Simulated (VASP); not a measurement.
Input:

```
V
1.0
   -1.54530     1.54530     1.54530
    1.54530    -1.54530     1.54530
    1.54530     1.54530    -1.54530
V
1
Cartesian
  0.12000   0.05000   0.00000
```

The numbers are results of PBE GGA, VASP's PBE PAW potentials (set 64) (plane waves; VASP 6.6.1), not measurements. Run with 400 eV cut-off, 12×12×12 Γ-centred mesh, first-order Methfessel-Paxton smearing of 0.10 eV, potentials V_sv.

Energy and stress use the plane-wave basis of the starting cell.

Q: The ions, cell shape and volume are relaxed. What does this cell relax into?

A: 
```
V
1.0
   -1.49604     1.49604     1.49604
    1.49604    -1.49604     1.49604
    1.49604     1.49604    -1.49604
V
1
Direct
  0.01618   0.03883   0.05501
```
Space group Im-3m (229), at a tolerance of 0.03 Å.

Q: How do energy and volume change from the first to the last step?

A: The energy (σ→0) changes by -69.5 meV/atom and the volume by -9.3 %, in 4 ionic steps.

| step | E(σ→0) (eV) | max force (eV/Å) | pressure (GPa) | volume (Å³) |
|---|---|---|---|---|
| 1 | -8.9247 | 0.000 | -15.33 | 14.76 |
| 2 | -8.8894 | 0.000 | 25.48 | 11.95 |
| 3 | -8.9941 | 0.000 | -0.37 | 13.42 |
| 4 | -8.9941 | 0.000 | -0.02 | 13.39 |

The compound is V in the bcc structure. This run relaxes it. Symmetry was kept, so distortions that lower it aren't found. The run is not spin-polarised, so no magnetic state was tried.
